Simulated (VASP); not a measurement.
A run of VASP 6.6.1 is set up as follows.

Contents of POSCAR:

```
BaY
1.0
    4.4203700000      0.0000000000      0.0000000000
    0.0000000000      4.4203700000      0.0000000000
    0.0000000000      0.0000000000      4.4203700000
Ba Y
1 1
Direct
    0.0000000000      0.0000000000      0.0000000000
    0.5000000000      0.5000000000      0.5000000000
```

Contents of INCAR.step1:

```
SYSTEM = BaY
PREC = Accurate ; ENCUT = 520
EDIFF = 1E-6 ; ISMEAR = -1
SIGMA = 0.05 ; LREAL = .FALSE.
LASPH = .TRUE. ; NELM = 80
ALGO = Normal ; ISIF = 2
LWAVE = .FALSE. ; LCHARG = .TRUE.
LMAXMIX = 4 ; GGA = 91
NBANDS = 18
```

KPOINTS.step1

```
regular mesh
0
G
  6 6 6
  0 0 0
```

The input INCAR.step2:

```
SYSTEM = BaY
PREC = Accurate ; ENCUT = 520
EDIFF = 1E-6 ; ISMEAR = 0
SIGMA = 0.05 ; LREAL = .FALSE.
LASPH = .TRUE. ; NELM = 80
ALGO = Normal ; ISIF = 2
LWAVE = .FALSE. ; LCHARG = .FALSE.
LMAXMIX = 4 ; GGA = 91
NBANDS = 18 ; ICHARG = 11
```

File KPOINTS.step2:

```
path GXMGRX,MR
10
line-mode
reciprocal
 0.0000000000  0.0000000000  0.0000000000  G
 0.0000000000  0.5000000000  0.0000000000  X

 0.0000000000  0.5000000000  0.0000000000  X
 0.5000000000  0.5000000000  0.0000000000  M

 0.5000000000  0.5000000000  0.0000000000  M
 0.0000000000  0.0000000000  0.0000000000  G

 0.0000000000  0.0000000000  0.0000000000  G
 0.5000000000  0.5000000000  0.5000000000  R

 0.5000000000  0.5000000000  0.5000000000  R
 0.0000000000  0.5000000000  0.0000000000  X

 0.5000000000  0.5000000000  0.0000000000  M
 0.5000000000  0.5000000000  0.5000000000  R
```

Potentials or basis: VASP PAW PBE potentials, release 64 (Ba_sv, Y_sv).

Launch:

```bash
$ cat potpaw_PBE.64/Ba_sv/POTCAR potpaw_PBE.64/Y_sv/POTCAR > POTCAR
$ cp INCAR.step1 INCAR
$ cp KPOINTS.step1 KPOINTS
$ mpirun -np 1 vasp_std > vasp.out
$ cp INCAR.step2 INCAR
$ cp KPOINTS.step2 KPOINTS
$ mpirun -np 1 vasp_std > vasp.out
```

**Question.** Predict the band gap along the path.

**Answer.** None (metal or under the smearing width).

Levels at the corners of the path, in eV from the Fermi level:
```csv
point,band 9,band 10,band 11,band 12,band 13,band 14
Γ,-3.62,-1.06,-1.06,1.53,1.53,1.53
X,-1.32,-1.23,0.13,1.03,1.47,1.47
X,-1.32,-1.23,0.13,1.03,1.47,1.47
M,-1.87,-0.99,0.34,0.34,1.43,1.43
M,-1.87,-0.99,0.34,0.34,1.43,1.43
Γ,-3.62,-1.06,-1.06,1.53,1.53,1.53
Γ,-3.62,-1.06,-1.06,1.53,1.53,1.53
R,-0.14,-0.14,-0.14,0.66,0.66,0.66
R,-0.14,-0.14,-0.14,0.66,0.66,0.66
X,-1.32,-1.23,0.13,1.03,1.47,1.47
M,-1.87,-0.99,0.34,0.34,1.43,1.43
R,-0.14,-0.14,-0.14,0.66,0.66,0.66
```

Caveat: the log is that of the step along the path at fixed density, whose energy, stress, charges and moments have no meaning; spin-orbit coupling is left out, which moves the levels of the heavy elements.
